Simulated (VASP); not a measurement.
Level of theory: G0W0 on PBE orbitals, VASP's PBE PAW potentials (set 64) (plane waves; VASP).

The input files of a VASP run:

### KPOINTS
```
kpoints
0
G
  6 6 6
```

**POSCAR**
```
KF
1
    0.0000000000     2.6750000000     2.6750000000
    2.6750000000     0.0000000000     2.6750000000
    2.6750000000     2.6750000000     0.0000000000
K F
1 1
Direct
  0.0000000000   0.0000000000   0.0000000000
  0.5000000000   0.5000000000   0.5000000000
```

INCAR:
```
ALGO  =  EVGW0
ENCUT  =  500
ENCUTGW  =  180
GGA  =  PE
ISMEAR  =  0
LASPH  =  T
LCHARG  =  F
LREAL  =  F
LSPECTRALGW  =  T
LWAVE  =  T
NBANDS  =  128
NBANDSGW  =  18
NELMGW  =  1
NOMEGA  =  64
PREC  =  Normal
SIGMA  =  0.01
SYSTEM  =  KF
```

POTCAR, in this order: K_sv_GW F_GW_new (PBE.64 set). Program: vasp_std. Read from the step before: W*.

Output of the run:

### OUTCAR
```
 ion  position               nearest neighbor table
   1  0.000  0.000  0.000-   2 2.67   2 2.67   2 2.67   2 2.67   2 2.67   2 2.67
   2  0.500  0.500  0.500-   1 2.67   1 2.67   1 2.67   1 2.67   1 2.67   1 2.67
  LATTYP: Found a face centered cubic cell.
 ALAT       =     5.3500000000
 Subroutine PRICEL returns:
 Original cell was already a primitive cell.
 Subroutine GETGRP returns: Found 48 space group operations
The static configuration has the point symmetry O_h .
The dynamic configuration has the point symmetry O_h .
 Subroutine INISYM returns: Found 48 space group operations
 Subroutine IBZKPT returns following result:
 Found     16 irreducible k-points:

 Following reciprocal coordinates:
            Coordinates               Weight
  0.000000  0.000000  0.000000      1.000000
  0.166667  0.000000  0.000000      8.000000
  0.333333  0.000000  0.000000      8.000000
  0.500000  0.000000  0.000000      4.000000
  0.166667  0.166667  0.000000      6.000000
  0.333333  0.166667  0.000000     24.000000
  0.500000  0.166667  0.000000     24.000000
 -0.333333  0.166667  0.000000     24.000000
 -0.166667  0.166667  0.000000     12.000000
...
```

**OSZICAR**
```
energies w=
    0.000    0.000    0.693    0.000    1.385    0.000    2.073    0.000
    2.757    0.000    3.435    0.000    4.106    0.000    4.769    0.000
    5.424    0.000    6.071    0.000    6.708    0.000    7.336    0.000
    7.956    0.000    8.568    0.000    9.172    0.000    9.769    0.000
   10.359    0.000   10.944    0.000   11.525    0.000   12.103    0.000
   12.679    0.000   13.253    0.000   13.828    0.000   14.405    0.000
   14.984    0.000   15.568    0.000   16.159    0.000   16.757    0.000
   17.366    0.000   17.985    0.000   18.619    0.000   19.269    0.000
   19.938    0.000   20.628    0.000   21.344    0.000   22.087    0.000
   22.863    0.000   23.677    0.000   24.532    0.000   25.435    0.000
   26.393    0.000   27.414    0.000   28.508    0.000   29.684    0.000
   30.958    0.000   32.344    0.000   33.862    0.000   35.534    0.000
   37.391    0.000   39.468    0.000   41.810    0.000   44.477    0.000
   47.544    0.000   51.113    0.000   55.321    0.000   60.359    0.000
   66.501    0.000   74.153    0.000   83.945    0.000   96.907    0.000
  114.856    0.000  141.306    0.000  184.082    0.000  264.824    0.000
NQ=   1    0.0000    0.0000    0.0000,
 performed        488000 updates of chi_q(r,r)
NQ=   2    0.1667    0.0000    0.0000,
 performed       1400000 updates of chi_q(r,r)
NQ=   3    0.3333    0.0000    0.0000,
 performed       2312000 updates of chi_q(r,r)
NQ=   4    0.5000    0.0000    0.0000,
 performed       2993000 updates of chi_q(r,r)
NQ=   5    0.1667    0.1667    0.0000,
 performed       3799000 updates of chi_q(r,r)
NQ=   6    0.3333    0.1667    0.0000,
 performed       5098000 updates of chi_q(r,r)
NQ=   7    0.5000    0.1667    0.0000,
 performed       6397000 updates of chi_q(r,r)
NQ=   8   -0.3333    0.1667    0.0000,
 performed       7696000 updates of chi_q(r,r)
NQ=   9   -0.1667    0.1667    0.0000,
 performed       8755000 updates of chi_q(r,r)
NQ=  10    0.3333    0.3333    0.0000,
 performed       9561000 updates of chi_q(r,r)
NQ=  11    0.5000    0.3333    0.0000,
 performed      10860000 updates of chi_q(r,r)
NQ=  12   -0.3333    0.3333    0.0000,
 performed      11919000 updates of chi_q(r,r)
NQ=  13    0.5000    0.5000    0.0000,
 performed      12545000 updates of chi_q(r,r)
NQ=  14    0.5000    0.3333    0.1667,
 performed      13853000 updates of chi_q(r,r)
NQ=  15   -0.3333    0.3333    0.1667,
 performed      15041000 updates of chi_q(r,r)
NQ=  16   -0.3333    0.5000    0.1667,
 performed      16100000 updates of chi_q(r,r)
 resolving degeneracies of screened two electron integrals
```

### OUTCAR
```


 k-point   1 :       0.0000    0.0000    0.0000
  band No.  KS-energies  QP-energies   sigma(KS)   V_xc(KS)     V^pw_x(r,r')   Z            occupation Imag(sigma)

      1     -26.5670     -28.6957     -21.7576     -18.4285     -30.7044       0.6394       2.0000       0.5766
      2     -19.0778     -22.7227     -27.9255     -22.9949     -37.0143       0.7393       2.0000       0.7097
      3      -9.8197     -13.3387     -22.2471     -18.0486     -24.9066       0.8381       2.0000       0.0807
      4      -9.8197     -13.3387     -22.2471     -18.0486     -24.9066       0.8381       2.0000       0.0807
      5      -9.8197     -13.3387     -22.2471     -18.0486     -24.9066       0.8381       2.0000       0.0807
      6      -0.4313      -2.8416     -24.8361     -21.7416     -29.5249       0.7789       2.0000       0.1015
      7      -0.4313      -2.8416     -24.8361     -21.7416     -29.5249       0.7789       2.0000       0.1015
      8      -0.4313      -2.8416     -24.8361     -21.7416     -29.5249       0.7789       2.0000       0.1015
      9       5.7244       6.7913      -6.6304      -7.8282      -3.8444       0.8907       0.0000      -0.0429
     10      10.2322      12.7581      -7.7483     -10.6261      -4.7068       0.8777       0.0000      -0.0522
     11      10.2322      12.7581      -7.7483     -10.6261      -4.7068       0.8777       0.0000      -0.0522
     12      10.2322      12.7581      -7.7483     -10.6261      -4.7068       0.8777       0.0000      -0.0522
     13      11.8555      14.9861      -9.0897     -12.6802      -5.8988       0.8719       0.0000      -0.0534
     14      11.8555      14.9861      -9.0897     -12.6802      -5.8988       0.8719       0.0000      -0.0534
     15      16.4222      16.8320      -4.0478      -4.5242      -0.6595       0.8602       0.0000      -0.2217
     16      23.7671      27.0335      -8.7308     -12.6214      -4.4789       0.8396       0.0000      -0.2971
     17      23.7671      27.0335      -8.7308     -12.6214      -4.4789       0.8396       0.0000      -0.2971
     18      23.7671      27.0335      -8.7308     -12.6214      -4.4789       0.8396       0.0000      -0.2971

 k-point   2 :       0.1667    0.0000    0.0000
  band No.  KS-energies  QP-energies   sigma(KS)   V_xc(KS)     V^pw_x(r,r')   Z            occupation Imag(sigma)

      1     -26.5441     -28.6730     -21.7835     -18.4534     -30.7188       0.6393       2.0000       0.5702
      2     -19.0998     -22.7497     -27.8935     -22.9588     -36.9805       0.7396       2.0000       0.7137
      3      -9.8889     -13.4116     -22.1740     -17.9675     -24.8377       0.8375       2.0000       0.0800
      4      -9.8290     -13.3499     -22.2323     -18.0308     -24.8843       0.8380       2.0000       0.0787
      5      -9.8290     -13.3499     -22.2323     -18.0308     -24.8843       0.8380       2.0000       0.0787
      6      -0.6627      -3.1125     -24.1207     -20.9740     -28.6941       0.7785       2.0000       0.1024
      7      -0.5203      -2.9459     -24.6445     -21.5307     -29.3154       0.7790       2.0000       0.1023
      8      -0.5203      -2.9459     -24.6445     -21.5307     -29.3154       0.7790       2.0000       0.1023
      9       6.4620       7.6111      -7.3102      -8.6092      -4.5924       0.8847       0.0000      -0.0434
     10       9.8533      12.1004      -7.4781     -10.0363      -4.4980       0.8784       0.0000      -0.0521
     11      10.5845      13.2007      -7.9768     -10.9655      -4.9076       0.8754       0.0000      -0.0541
     12      10.5845      13.2007      -7.9768     -10.9655      -4.9076       0.8754       0.0000      -0.0541
     13      12.1014      15.2845      -9.4198     -13.0881      -6.2282       0.8677       0.0000      -0.0553
     14      12.1014      15.2845      -9.4198     -13.0881      -6.2282       0.8677       0.0000      -0.0553
     15      17.5333      18.7064      -5.3038      -6.6380      -1.7886       0.8792       0.0000      -0.2771
     16      21.2933      23.7551      -8.3410     -11.2303      -4.3316       0.8520       0.0000      -0.2852
     17      22.2239      24.8912      -8.1933     -11.3343      -4.1290       0.8492       0.0000      -0.2716
     18      22.2239      24.8912      -8.1933     -11.3343      -4.1290       0.8492       0.0000      -0.2716

 k-point   3 :       0.3333    0.0000    0.0000
  band No.  KS-energies  QP-energies   sigma(KS)   V_xc(KS)     V^pw_x(r,r')   Z            occupation Imag(sigma)

      1     -26.4975     -28.6279     -21.8365     -18.5043     -30.7482       0.6393       2.0000       0.5572
      2     -19.1434     -22.7769     -27.8281     -22.8844     -36.9110       0.7350       2.0000       0.7213
      3     -10.0252     -13.5581     -22.0357     -17.8127     -24.7115       0.8366       2.0000       0.0793
      4      -9.8473     -13.3752     -22.2038     -17.9962     -24.8406       0.8385       2.0000       0.0746
      5      -9.8473     -13.3752     -22.2038     -17.9962     -24.8406       0.8385       2.0000       0.0746
      6      -1.0494      -3.5826     -23.1630     -19.9168     -27.6091       0.7803       2.0000       0.1064
      7      -0.6927      -3.1410     -24.2905     -21.1393     -28.9311       0.7769       2.0000       0.1043
      8      -0.6927      -3.1410     -24.2905     -21.1393     -28.9311       0.7769       2.0000       0.1043
      9       8.0104       9.4452      -8.4133     -10.0557      -5.7686       0.8736       0.0000      -0.0467
     10       9.6287      11.4308      -7.1815      -9.2341      -4.2248       0.8780       0.0000      -0.0531
     11      11.2845      14.1534      -8.8578     -12.1631      -5.7612       0.8680       0.0000      -0.0577
     12      11.2845      14.1534      -8.8578     -12.1631      -5.7612       0.8680       0.0000      -0.0577
     13      12.8883      16.2692      -9.9043     -13.8301      -6.6286       0.8612       0.0000      -0.0626
     14      12.8883      16.2692      -9.9043     -13.8301      -6.6286       0.8612       0.0000      -0.0626
     15      17.0312      19.8833      -8.8059     -12.1650      -5.0606       0.8491       0.0000      -0.1591
     16      19.4663      21.4476      -7.0534      -9.3435      -3.3257       0.8651       0.0000      -0.2027
     17      19.4663      21.4476      -7.0534      -9.3435      -3.3257       0.8651       0.0000      -0.2027
     18      20.1808      21.7102      -6.6001      -8.2948      -2.9716       0.9024       0.0000      -0.3601

 k-point   4 :       0.5000    0.0000    0.0000
  band No.  KS-energies  QP-energies   sigma(KS)   V_xc(KS)     V^pw_x(r,r')   Z            occupation Imag(sigma)

      1     -26.4739     -28.6043     -21.8635     -18.5304     -30.7633       0.6392       2.0000       0.5506
      2     -19.1659     -22.7968     -27.7945     -22.8464     -36.8755       0.7338       2.0000       0.7252
      3     -10.0923     -13.6323     -21.9704     -17.7388     -24.6539       0.8366       2.0000       0.0791
      4      -9.8562     -13.3872     -22.1900     -17.9793     -24.8192       0.8386       2.0000       0.0726
      5      -9.8562     -13.3872     -22.1900     -17.9793     -24.8192       0.8386       2.0000       0.0726
      6      -1.2192      -3.7901     -22.8067     -19.5157     -27.2135       0.7812       2.0000       0.1086
      7      -0.7765      -3.2327     -24.1264     -20.9573     -28.7546       0.7751       2.0000       0.1055
      8      -0.7765      -3.2327     -24.1264     -20.9573     -28.7546       0.7751       2.0000       0.1055
      9       8.6279      10.4857      -9.0537     -11.1924      -6.4784       0.8687       0.0000      -0.0474
     10      10.1228      11.3183      -6.7061      -8.0682      -3.6785       0.8777       0.0000      -0.0582
     11      11.5859      14.5984      -9.5030     -12.9898      -6.4131       0.8640       0.0000      -0.0593
     12      11.5859      14.5984      -9.5030     -12.9898      -6.4131       0.8640       0.0000      -0.0593
     13      13.6904      17.4995     -10.5386     -14.9975      -7.1192       0.8543       0.0000      -0.0709
     14      13.6904      17.4995     -10.5386     -14.9975      -7.1192       0.8543       0.0000      -0.0709
     15      15.5073      18.5850      -9.4896     -13.1210      -5.8307       0.8475       0.0000      -0.1186
     16      17.8906      19.2179      -6.0165      -7.5456      -2.4933       0.8681       0.0000      -0.1574
     17      17.8906      19.2179      -6.0165      -7.5456      -2.4933       0.8681       0.0000      -0.1574
     18      19.8609      21.3588      -6.2663      -7.9140      -2.6922       0.9091       0.0000      -0.3288

 k-point   5 :       0.1667    0.1667    0.0000
  band No.  KS-energies  QP-energies   sigma(KS)   V_xc(KS)     V^pw_x(r,r')   Z            occupation Imag(sigma)

      1     -26.5370     -28.6667     -21.7915     -18.4614     -30.7239       0.6395       2.0000       0.5690
      2     -19.1016     -22.7483     -27.8952     -22.9600     -36.9836       0.7389       2.0000       0.7143
      3      -9.8718     -13.3939     -22.1810     -17.9739     -24.8507       0.8372       2.0000       0.0840
      4      -9.8718     -13.3939     -22.1810     -17.9739     -24.8507       0.8372       2.0000       0.0840
      5      -9.8659     -13.3899     -22.1919     -17.9867     -24.8332       0.8380       2.0000       0.0737
      6      -0.7883      -3.2550     -23.9376     -20.7622     -28.5157       0.7768       2.0000       0.1046
      7      -0.4622      -2.8810     -24.7488     -21.6461     -29.4164       0.7796       2.0000       0.1015
      8      -0.4622      -2.8810     -24.7488     -21.6461     -29.4164       0.7796       2.0000       0.1015
      9       6.6376       7.8092      -7.2632      -8.5886      -4.5165       0.8839       0.0000      -0.0441
     10       9.3734      11.5158      -7.0786      -9.5078      -4.1167       0.8820       0.0000      -0.0500
     11      10.9139      13.6028      -8.2171     -11.2978      -5.1252       0.8728       0.0000      -0.0560
     12      10.9139      13.6028      -8.2171     -11.2978      -5.1252       0.8728       0.0000      -0.0560
     13      12.0953      15.2329      -9.7712     -13.3993      -6.6272       0.8648       0.0000      -0.0568
     14      12.1166      15.3283      -9.2312     -12.9259      -6.0095       0.8693       0.0000      -0.0547
     15      17.9552      19.1987      -5.3576      -6.7537      -1.8280       0.8907       0.0000      -0.3101
     16      21.1715      23.8801      -8.5588     -11.7540      -4.5353       0.8477       0.0000      -0.2591
     17      21.1715      23.8801      -8.5588     -11.7540      -4.5353       0.8477       0.0000      -0.2591
...
```
(Selected blocks of OUTCAR.)

The mesh is coarse and the basis finite, so the quasiparticle values are not converged.

The compound is KF in the rock salt structure. The cell was not relaxed at this level.
